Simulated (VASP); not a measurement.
Input:

```
CELL_PARAMETERS angstrom
      0.00000     2.46425     2.46425
      2.46425     0.00000     2.46425
      2.46425     2.46425     0.00000
ATOMIC_POSITIONS crystal
  Pb 0.00000 0.00000 0.00000
```

Level of theory: PBEsol GGA, VASP's PBE PAW potentials (set 64) (plane waves; VASP). Numerical set-up: 480 eV cut-off, 12×12×12 Γ-centred mesh, first-order Methfessel-Paxton smearing of 0.10 eV, potentials Pb_d.

Energy and stress use the plane-wave basis of the starting cell.

Question: The ions, cell shape and volume at an external pressure of 15.0 GPa are relaxed. Predict the relaxed structure.

Answer: 
```
CELL_PARAMETERS angstrom
      0.00000     2.30890     2.30890
      2.30890     0.00000     2.30890
      2.30890     2.30890     0.00000
ATOMIC_POSITIONS crystal
  Pb 0.00000 0.00000 0.00000
```
Space group Fm-3m (225), at a tolerance of 0.03 Å.

Question: How do energy and volume change from the first to the last step?

Answer: The energy (σ→0) changes by +211.8 meV/atom and the volume by -17.7 %, in 7 ionic steps.

The compound is Pb in the fcc structure. This run relaxes it under an external pressure of 15 GPa. Symmetry was kept, so distortions that lower it aren't found.
